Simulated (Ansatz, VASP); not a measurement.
# BaZrO3 in two plane-wave programs, part 2 of 2

One calculation is typed for both programs; each brings its own data sets and cutoff. How far apart do they land?

VASP 6.6.1 and Ansatz 0.2.0.

So far: Set-up; VASP: relaxation of cell and atoms, r2SCAN; Ansatz: relaxation of cell and atoms, r2SCAN.

## 4. Side by side

Known differences besides the potentials themselves: VASP keeps PBE cores, Ansatz makes them for the functional; both relaxations stop at a tolerance, which leaves soft axes loose, and VASP keeps its plane-wave basis; the cutoff is 500 eV in Ansatz and 560 eV in VASP; Ansatz adds a Pulay correction to the stress that steers its cell, VASP none. Total energies have different zeros and are not compared.

Both answers:

```
                                         quantity  Ansatz   VASP  difference
                                      volume (Å³)   74.36  74.80     -0.59 %
edge a after relaxation, in the typed setting (Å)   4.205  4.213     -0.20 %
```

The walks stopped with -0.02 GPa left in Ansatz and 0.00 GPa in VASP; each walk ends within a tolerance, so the volume difference is uncertain by about these residues over the bulk modulus, most in soft cells.

## 5. VASP: relaxation of cell and atoms, PBE with D3(BJ)

The relaxed volume is the usual yardstick between codes: its relative difference is about their pressure difference at one cell divided by the bulk modulus.

INCAR

```
SYSTEM = BaZrO3
PREC = Accurate
ENCUT = 560
EDIFF = 1E-06
NELM = 100
ISMEAR = -1
SIGMA = 0.05
LREAL = .FALSE.
ALGO = Normal
GGA = PE
IVDW = 12
NBANDS = 26
LASPH = .TRUE.
LORBIT = 11
LWAVE = .FALSE.
LCHARG = .FALSE.
KPAR = 4
IBRION = 2
NSW = 60
ISIF = 3
EDIFFG = -0.01
```

POSCAR

```
BaZrO3
1.0
    4.1913400000      0.0000000000      0.0000000000
    0.0000000000      4.1913400000      0.0000000000
    0.0000000000      0.0000000000      4.1913400000
Ba Zr O
1 1 3
Direct
    0.0000000000      0.0000000000      0.0000000000
    0.5000000000      0.5000000000      0.5000000000
    0.0000000000      0.5000000000      0.5000000000
    0.5000000000      0.0000000000      0.5000000000
    0.5000000000      0.5000000000      0.0000000000
```

KPOINTS

```
Automatic mesh
0
Gamma
5 5 5
0 0 0
```

Potentials, in the order of the species: Ba_sv, Zr_sv and O (PBE family, release 64).

Launch:

```bash
$ mpirun -np 4 vasp_std
```

Numbers of over 12 decimals in the logs are rounded to 6 here.

The program printed:

```text
[banner, memory and clock lines left out]
running    4 mpi-ranks, on    1 nodes
[...]
LDA part: xc-table for (Slater+PW92), standard interpolation
 POSCAR, INCAR and KPOINTS ok, starting setup
[...]
entering main loop
       N       E                     dE             d eps       ncg     rms          rms(c)
DAV:   1     0.324485845939E+03    0.32449E+03   -0.22953E+04   520   0.160E+03
DAV:   2    -0.278776311023E+02   -0.35236E+03   -0.34307E+03   648   0.380E+02
DAV:   3    -0.485541501348E+02   -0.20677E+02   -0.20605E+02   792   0.882E+01
DAV:   4    -0.492478517173E+02   -0.69370E+00   -0.69296E+00   734   0.122E+01
[...]
DAV:  12    -0.416873403694E+02   -0.55880E-04   -0.17496E-04   630   0.984E-02    0.322E-02
DAV:  13    -0.416873402692E+02    0.10021E-06   -0.24050E-05   780   0.301E-02    0.543E-03
DAV:  14    -0.416873404637E+02   -0.19455E-06   -0.17487E-06   514   0.106E-02
   1 F= -.42916499E+02 E0= -.42916499E+02  d E =-.429165E+02
[...]
2 F= -.42914935E+02 E0= -.42914935E+02  d E =0.156379E-02
 trial-energy change:    0.001564  1 .order    0.001235   -0.032426    0.034896
 step:   0.4743(harm=  0.4817)  dis= 0.00000  next Energy=   -42.924154 (dE=-0.766E-02)
[...]
N       E                     dE             d eps       ncg     rms          rms(c)
DAV:   1    -0.417744188870E+02   -0.51013E-01   -0.19005E+00   554   0.110E+01    0.257E+00
DAV:   2    -0.417233600743E+02    0.51059E-01   -0.22612E-01   572   0.295E+00    0.941E-01
DAV:   3    -0.417130712981E+02    0.10289E-01   -0.30034E-02   710   0.130E+00    0.239E-01
DAV:   4    -0.417123774489E+02    0.69385E-03   -0.88845E-03   834   0.474E-01    0.199E-01
DAV:   5    -0.417127262491E+02   -0.34880E-03   -0.40184E-04   786   0.113E-01    0.997E-02
DAV:   6    -0.417129801556E+02   -0.25391E-03   -0.54574E-04   802   0.115E-01    0.192E-02
DAV:   7    -0.417129971065E+02   -0.16951E-04   -0.34143E-05   698   0.343E-02    0.926E-03
DAV:   8    -0.417130015522E+02   -0.44457E-05   -0.93646E-06   600   0.191E-02    0.243E-03
DAV:   9    -0.417130015545E+02   -0.23019E-08   -0.52485E-07   294   0.473E-03
   3 F= -.42924093E+02 E0= -.42924093E+02  d E =-.759389E-02
[...]
reached required accuracy - stopping structural energy minimisation
```

Parts of OUTCAR (step 5):

```text
 Edisp (eV)   -1.19153

 Edisp (eV)   -1.21109

  Total       0.00012     0.00012     0.00012    -0.00000    -0.00000     0.00000
  in kB       0.00248     0.00248     0.00248    -0.00000    -0.00000     0.00000
  external pressure =        0.00 kB  Pullay stress =        0.00 kB

 POSITION                                       TOTAL-FORCE (eV/Angst)
 -----------------------------------------------------------------------------------
      0.00000      0.00000      0.00000        -0.000000      0.000000      0.000000
      2.10582      2.10582      2.10582         0.000000     -0.000000      0.000000
     -0.00000      2.10582      2.10582         0.000000     -0.000000      0.000000
      2.10582     -0.00000      2.10582        -0.000000     -0.000000      0.000000
      2.10582      2.10582      0.00000        -0.000000      0.000000      0.000000
 -----------------------------------------------------------------------------------
    total drift:                                0.000000     -0.000000     -0.000000

  FREE ENERGIE OF THE ION-ELECTRON SYSTEM (eV)
  ---------------------------------------------------
  free  energy   TOTEN  =       -42.9240928426 eV

  energy  without entropy=      -42.9240928425  energy(sigma->0) =      -42.92409284

[... 2 parts as in an earlier step ...]

[... 2 further parts left out ...]
[key lines of the parts left out:]
E-fermi :   4.8536
```

## 6. Ansatz: relaxation of cell and atoms, PBE with D3(BJ)

The same cell, functional, mesh and smearing now go to Ansatz, which takes its cutoff from its data sets.

input.yaml

```yaml
crystal:
  lattice:
    - [4.19134, 0.0, 0.0]
    - [0.0, 4.19134, 0.0]
    - [0.0, 0.0, 4.19134]
  atoms:
    - { symbol: Ba, position: [0.0, 0.0, 0.0] }
    - { symbol: Zr, position: [0.5, 0.5, 0.5] }
    - { symbol: O, position: [0.0, 0.5, 0.5] }
    - { symbol: O, position: [0.5, 0.0, 0.5] }
    - { symbol: O, position: [0.5, 0.5, 0.0] }
hamiltonian:
  xc: pbe
  pseudopotentials: { kind: paw }
  dispersion: d3bj
kpoints:
  mp_grid: { grid: [5, 5, 5] }
scf:
  occupations: { method: fermi_dirac, width: 0.05 }
relax:
  f_tol: 0.01
  max_steps: 60
  cell: { stress_tol: 0.05 }
output:
  forces: true
  stress: true
```

Launch:

```bash
$ ansatz run input.yaml --threads 4 --pin off --max-ram 9216MiB --backend cpu --events-out ev --progress --plain --runs-dir out
```

The program printed:

```text
[...]
Crystal: 5 atoms, lattice volume = 73.631 Å³
Basis set: ecut = 420 eV, 1419 PW (Γ), exchange–correlation on 60×60×60 points (8 copies of the dense FFT grid, shifted against one another)
Bands: 25, of which v1, the nominal top of the filled ones, is band 20 counted from 1 (19 counted from 0)
Symmetry: 48 space group operations
[...]
k-points: 10 of 125
[...]
--- Relaxed structure (3 steps of the walk, 3 accepted, 1 SCFs on fresh bases) ---
[...]
cell:  # Å, volume = 74.2283 Å³
    - [4.202649, 0, 0]
    - [0, 4.202649, 0.0]
    - [0, 0.0, 4.202649]
  atoms:
    - { symbol: Ba, position: [0, 0, 0] }
    - { symbol: Zr, position: [0.500000, 0.500000, 0.500000] }
    - { symbol: O, position: [0, 0.500000, 0.500000] }
    - { symbol: O, position: [0.500000, 0, 0.500000] }
    - { symbol: O, position: [0.500000, 0.500000, 0] }
[key lines of the parts left out:]
SCF converged after 6 iterations
Free energy (F): -11845.901410 eV
Fermi energy:    11.330616 eV
P = ⅓ Tr σ = 0.0336 GPa (0.336 kbar)
```

The job ended after 1.6 s (4 threads of Arm Neoverse V2, shared host; peak memory 0.38 GiB).

## 7. Comparison

What differs besides the data sets and the points named for the pairs above, as far as they apply: the cutoff is 420 eV in Ansatz and 560 eV in VASP. Total energies have different zeros and are not compared.

Compared:

```
                                         quantity  Ansatz   VASP  difference
                                      volume (Å³)   74.23  74.71     -0.64 %
edge a after relaxation, in the typed setting (Å)   4.203  4.212     -0.21 %
```

The walks stopped with 0.03 GPa left in Ansatz and 0.00 GPa in VASP; each walk ends within a tolerance, so the volume difference is uncertain by about these residues over the bulk modulus, most in soft cells.

## 8. What came out

```yaml
difference_in_volume_relaxation_of_cell_and_atoms_r2scan: -0.59 %
difference_in_volume_relaxation_of_cell_and_atoms_pbe_with_d3_bj: -0.64 %
```

The difference in volume is -0.64 % (relaxation of cell and atoms, PBE with D3(BJ)), within the 1.2 % picked in this series as the mark of a large difference, as far as the stopping tolerances let one tell. Such differences can come from data sets, numerical settings and the points named under the comparisons, not from the functional's error against experiment.

[Lines on the potential files, build, host, timing and source positions are cut from VASP's logs without a mark.]

[Logs are printed without paths, hosts, clocks, repeated set-up lines and the standing remarks that a program may print on its own settings, such as how far it seeks lower states.]

[Hosts, paths, dates, database ids (printed as entryN), source tags and the programs' standing remarks are cut or masked in the printed files.]
